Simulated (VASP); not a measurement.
OSZICAR of a VASP run on TiSi (relaxed from the wurtzite structure, space group P6_3/mmc):

OSZICAR:
```
       N       E                     dE             d eps       ncg     rms          rms(c)
DAV:   1     0.284797510002E+03    0.28480E+03   -0.14658E+04  1976   0.147E+03
DAV:   2    -0.132607831929E+02   -0.29806E+03   -0.29128E+03  1928   0.454E+02
DAV:   3    -0.519228867401E+02   -0.38662E+02   -0.37443E+02  3632   0.134E+02
DAV:   4    -0.553524026932E+02   -0.34295E+01   -0.34116E+01  2600   0.379E+01
DAV:   5    -0.556309181796E+02   -0.27852E+00   -0.27846E+00  3076   0.859E+00    0.176E+01
DAV:   6    -0.455830038492E+02    0.10048E+02   -0.45180E+01  2516   0.702E+01    0.599E+00
DAV:   7    -0.437572966487E+02    0.18257E+01   -0.48054E+00  2512   0.202E+01    0.359E+00
DAV:   8    -0.432501702142E+02    0.50713E+00   -0.21895E+00  2884   0.948E+00    0.199E+00
DAV:   9    -0.436904134272E+02   -0.44024E+00   -0.30660E-01  2348   0.416E+00    0.104E+00
DAV:  10    -0.438171205423E+02   -0.12671E+00   -0.42169E-01  2284   0.534E+00    0.429E-01
DAV:  11    -0.438820897318E+02   -0.64969E-01   -0.85472E-02  2072   0.253E+00    0.130E-01
DAV:  12    -0.438855836350E+02   -0.34939E-02   -0.43273E-03  2616   0.486E-01    0.679E-02
DAV:  13    -0.438847348946E+02    0.84874E-03   -0.17878E-03  2176   0.419E-01    0.537E-02
DAV:  14    -0.438860954097E+02   -0.13605E-02   -0.91009E-04  2028   0.301E-01    0.153E-02
DAV:  15    -0.438862374491E+02   -0.14204E-03   -0.12841E-04  2240   0.116E-01    0.127E-02
DAV:  16    -0.438862323877E+02    0.50614E-05   -0.27653E-05  2208   0.481E-02    0.615E-03
DAV:  17    -0.438862489078E+02   -0.16520E-04   -0.19122E-05  2092   0.430E-02    0.366E-03
DAV:  18    -0.438862538242E+02   -0.49164E-05   -0.24089E-06  2216   0.179E-02    0.100E-03
DAV:  19    -0.438862528858E+02    0.93843E-06   -0.33006E-07  2232   0.539E-03    0.529E-04
DAV:  20    -0.438862531951E+02   -0.30937E-06   -0.92473E-08  1188   0.289E-03    0.331E-04
DAV:  21    -0.438862532524E+02   -0.57275E-07   -0.65971E-08  1088   0.226E-03
   1 F= -.43886253E+02 E0= -.43886253E+02  d E =0.000000E+00
       N       E                     dE             ncg
       N       E                     dE             ncg
```

**Question.** Which electronic solver shows in the log?

**Answer.** It is blocked Davidson (ALGO = Normal, or the opening steps of other solvers). The INCAR had ALGO = Normal.

**Question.** Can the final energy be trusted as converged?

**Answer.** The run converged. It stopped with EDIFF = 1E-7, NELM = 100 (r2SCAN meta-GGA, plane waves, VASP's PBE PAW potentials (set 64)).

The structure was generated: TiSi was put into the wurtzite type (P6_3mc), which need not be its known phase. It was relaxed first, which changed the volume by -33 %. The relaxed cell has space group P6_3/mmc.
